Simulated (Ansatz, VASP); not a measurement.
This is a calculation of KPt for VASP 6.6.1.

The input INCAR:

```
SYSTEM = KPt
ALGO = Normal
EDIFF = 1E-7
ENCUT = 520
GGA = PE
ISIF = 2
ISMEAR = -1
LASPH = .TRUE.
LCHARG = .FALSE.
LREAL = .FALSE.
LWAVE = .FALSE.
NBANDS = 16
NELM = 80
PREC = Accurate
SIGMA = 0.05
```

KPOINTS

```
k-points
0
G
  10 10 5
  0 0 0
```

Contents of POSCAR:

```
KPt
1.0
    2.9807067573      0.0000000000      0.0000000000
   -1.4903533787      2.5813677731      0.0000000000
    0.0000000000      0.0000000000      5.3097005566
Pt K
1 1
Direct
    0.6666666667      0.3333333333      0.0000000000
    0.0000000000      0.0000000000      0.5000000000
```

Potentials or basis: VASP PAW PBE potentials, release 64 (Pt, K_sv).

Run with:

```sh
$ cat potpaw_PBE.64/Pt/POTCAR potpaw_PBE.64/K_sv/POTCAR > POTCAR
$ mpirun -np 1 vasp_std > vasp.out
```

**Question.** Set up the same calculation for Ansatz 0.2.0. Potentials there: Ansatz PAW.

**Answer.** As run (the cutoff follows the program's own potentials):

input.yaml

```yaml
crystal:
  lattice:
    - [2.9807067573, 0.0, 0.0]
    - [-1.4903533787, 2.5813677731, 0.0]
    - [0.0, 0.0, 5.3097005566]
  atoms:
    - { symbol: Pt, position: [0.6666666667, 0.3333333333, 0.0] }
    - { symbol: K, position: [0.0, 0.0, 0.5] }
hamiltonian:
  xc: pbe
  pseudopotentials: { kind: paw }
kpoints:
  mp_grid: { grid: [10, 10, 5] }
scf:
  occupations: { method: fermi_dirac, width: 0.05 }
output:
  forces: true
  stress: true
  eigenvalues: true
```

Potentials or basis: Ansatz PAW.

Launch:

```sh
$ ansatz run input.yaml --threads 2 --pin off --max-ram 5120MiB --backend cpu --events-out ev --progress --plain --runs-dir out
```

Both were run:

|  | VASP | Ansatz | Ansatz less VASP |
| --- | --- | --- | --- |
| gap on the k mesh at the Fermi level (eV) | none | none | - |
| pressure (GPa) | 1.9 | 1.7 | -0.18 |
| largest component of the traceless stress (GPa) | 0.82 | 0.79 | -0.032 |

A gap of «none» marks a metal or a gap that the smearing closes. The two sets of potentials don't hold the same shells in valence.

The runs have no spin-orbit coupling, so splittings on Pt are missing.
